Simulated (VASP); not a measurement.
Computed with PBE GGA, VASP's PBE PAW potentials (set 64) (plane waves; VASP).

A VASP calculation is set up with these files.

### POSCAR
```
MgB2
1
    1.4989860000    -2.6475740000     0.0000000000
    1.4989860000     2.6475740000     0.0000000000
    0.0000000000     0.0000000000     3.6252630000
Mg B
1 2
Direct
  0.0000000000   0.0000000000   0.0000000000
  0.3333330000   0.6666670000   0.5000000000
  0.6990050000   0.3656710000   0.5000000000
```

### KPOINTS
```
Automatic
0
G
  11 11 8
0 0 0
```

INCAR:
```
GGA  =  PE   # PBE
ENCUT  =  520   # plane-wave cut-off (eV)
NELECT  =  7.9
LASPH  =  .TRUE.   # aspherical one-centre terms
LWAVE  =  .FALSE.
LREAL  =  .FALSE.
LCHARG  =  .FALSE.
PREC  =  Accurate
ISIF  =  2   # forces and stress, cell fixed
SYSTEM  =  MgB2
ALGO  =  Normal
SIGMA  =  0.05
EDIFF  =  1E-6   # SCF stop (eV)
ISMEAR  =  0   # Gaussian
NELM  =  100
```

POTCAR, in this order: Mg B (PBE.64 set). Program: vasp_std.

The run wrote:

**OUTCAR**
```
 ion  position               nearest neighbor table
   1  0.000  0.000  0.000-   3 2.46   3 2.46   2 2.51   2 2.51   2 2.51   2 2.51   2 2.53   2 2.53
                             3 2.53   3 2.53   3 2.57   3 2.57
   2  0.333  0.667  0.500-   3 1.66   3 1.77   3 1.82   1 2.51   1 2.51   1 2.51   1 2.51   1 2.53
                             1 2.53
   3  0.699  0.366  0.500-   2 1.66   2 1.77   2 1.82   1 2.46   1 2.46   1 2.53   1 2.53   1 2.57
                             1 2.57
  LATTYP: Found a base centered orthorhombic cell.
 ALAT       =     2.9979720000
 B/A-ratio  =     1.7662433138
 C/A-ratio  =     1.2092384452
 Subroutine PRICEL returns:
 Original cell was already a primitive cell.
 Subroutine GETGRP returns: Found  2 space group operations
The static configuration has the point symmetry C_1h.
The dynamic configuration has the point symmetry C_1h.
 Subroutine INISYM returns: Found  2 space group operations
 Subroutine IBZKPT returns following result:
 Found    305 irreducible k-points:

 Following reciprocal coordinates:
            Coordinates               Weight
  0.000000  0.000000  0.000000      1.000000
  0.090909  0.000000  0.000000      2.000000
  0.000000  0.090909  0.000000      2.000000
  0.181818  0.000000  0.000000      2.000000
  0.000000  0.181818  0.000000      2.000000
  0.272727  0.000000  0.000000      2.000000
  0.000000  0.272727  0.000000      2.000000
  0.363636  0.000000  0.000000      2.000000
  0.000000  0.363636  0.000000      2.000000
  0.454545  0.000000  0.000000      2.000000
  0.000000  0.454545  0.000000      2.000000
  0.090909  0.090909  0.000000      2.000000
  0.181818  0.090909  0.000000      2.000000
  0.090909  0.181818  0.000000      2.000000
  0.272727  0.090909  0.000000      2.000000
  0.090909  0.272727  0.000000      2.000000
  0.363636  0.090909  0.000000      2.000000
  0.090909  0.363636  0.000000      2.000000
  0.454545  0.090909  0.000000      2.000000
  0.090909  0.454545  0.000000      2.000000
 -0.454545  0.090909  0.000000      2.000000
  0.090909 -0.454545  0.000000      2.000000
 -0.363636  0.090909  0.000000      2.000000
  0.090909 -0.363636  0.000000      2.000000
 -0.272727  0.090909  0.000000      2.000000
  0.090909 -0.272727  0.000000      2.000000
 -0.181818  0.090909  0.000000      2.000000
  0.090909 -0.181818  0.000000      2.000000
 -0.090909  0.090909  0.000000      2.000000
  0.181818  0.181818  0.000000      2.000000
  0.272727  0.181818  0.000000      2.000000
  0.181818  0.272727  0.000000      2.000000
  0.363636  0.181818  0.000000      2.000000
  0.181818  0.363636  0.000000      2.000000
  0.454545  0.181818  0.000000      2.000000
  0.181818  0.454545  0.000000      2.000000
 -0.454545  0.181818  0.000000      2.000000
  0.181818 -0.454545  0.000000      2.000000
 -0.363636  0.181818  0.000000      2.000000
  0.181818 -0.363636  0.000000      2.000000
   k-points           NKPTS =    305   k-points in BZ     NKDIM =    305   number of bands    NBANDS=      8
   number of dos      NEDOS =    301   number of ions     NIONS =      3
   total plane-waves  NPLWV =  16128
   dimension x,y,z NGX =    24 NGY =   24 NGZ =   28
   dimension x,y,z NGXF=    48 NGYF=   48 NGZF=   56
   ions per type =               1   2
   PREC   = accura    normal or accurate (medium, high low for compatibility)
   ISTART =      0    job   : 0-new  1-cont  2-samecut
   ICHARG =      2    charge: 1-file 2-atom 10-const
   ISPIN  =      1    spin polarized calculation?
   LNONCOLLINEAR =      F non collinear calculations
   LSORBIT =      F    spin-orbit coupling
   INIWAV =      1    electr: 0-lowe 1-rand  2-diag
...
```

**OSZICAR**
```
       N       E                     dE             d eps       ncg     rms          rms(c)
DAV:   1     0.605651589719E+01    0.60565E+01   -0.33818E+03  5144   0.719E+02
DAV:   2    -0.173228911812E+02   -0.23379E+02   -0.22401E+02  7008   0.110E+02
DAV:   3    -0.176308963666E+02   -0.30801E+00   -0.30785E+00  6040   0.156E+01
DAV:   4    -0.176314525460E+02   -0.55618E-03   -0.55615E-03  7904   0.613E-01
DAV:   5    -0.176314527407E+02   -0.19470E-06   -0.19510E-06  6120   0.907E-03    0.556E+00
DAV:   6    -0.160321362756E+02    0.15993E+01   -0.28009E+00  5512   0.910E+00    0.262E+00
DAV:   7    -0.157696147505E+02    0.26252E+00   -0.13755E+00  6112   0.630E+00    0.816E-01
DAV:   8    -0.157704802857E+02   -0.86554E-03   -0.12900E-01  5336   0.227E+00    0.429E-01
DAV:   9    -0.157614582583E+02    0.90220E-02   -0.33650E-02  5800   0.995E-01    0.487E-02
DAV:  10    -0.157615611314E+02   -0.10287E-03   -0.99603E-04  7272   0.237E-01    0.412E-02
DAV:  11    -0.157614831812E+02    0.77950E-04   -0.46324E-04  5336   0.119E-01    0.829E-03
DAV:  12    -0.157614798720E+02    0.33091E-05   -0.15082E-05  5744   0.274E-02    0.178E-03
DAV:  13    -0.157614798775E+02   -0.54483E-08   -0.56763E-07  4176   0.566E-03
   1 F= -.15761480E+02 E0= -.15760971E+02  d E =-.101821E-02
```

OUTCAR:
```
------------------------ aborting loop because EDIFF is reached ----------------------------------------
  FORCE on cell =-STRESS in cart. coord.  units (eV):
  Direction    XX          YY          ZZ          XY          YZ          ZX
  --------------------------------------------------------------------------------------
  Total        1.5616739     -0.1669395     -1.8119896     -0.6112339      0.0000000      0.0000000
  in kB       86.9532322     -9.2951081   -100.8906863    -34.0332009      0.0000000      0.0000000
  external PRESSURE =      -7.7441874 kB  Pullay stress =       0.0000000 kB
  volume of cell :       28.77
      direct lattice vectors                 reciprocal lattice vectors
     1.498986000 -2.647574000  0.000000000     0.333558819 -0.188852134  0.000000000
     1.498986000  2.647574000  0.000000000     0.333558819  0.188852134  0.000000000
     0.000000000  0.000000000  3.625263000     0.000000000  0.000000000  0.275842056
 POSITION                                       TOTAL-FORCE (eV/Angst)
 -----------------------------------------------------------------------------------
      0.00000      0.00000      0.00000         0.207669      0.015602      0.000000
      1.49899      0.88253      1.81263         0.736760     -0.418324      0.000000
      1.59593     -0.88253      1.81263        -0.944429      0.402722      0.000000
 -----------------------------------------------------------------------------------
    total drift:                                0.000006     -0.000001      0.000000
  FREE ENERGIE OF THE ION-ELECTRON SYSTEM (eV)
  ---------------------------------------------------
  free  energy   TOTEN  =       -15.7614798775 eV

  energy  without entropy=      -15.7604616689  energy(sigma->0) =      -15.76097077
```
(Selected blocks of OUTCAR.)

The cell is charged, with a uniform compensating background.

The compound is MgB2 in the AlB2 type structure. The cell was not relaxed at this level, atoms are displaced from their ideal sites. The run is one of a series of settings (ISMEAR = 0, NELECT = 7.9, SIGMA = 0.05 against the base run), some of them coarse on purpose.
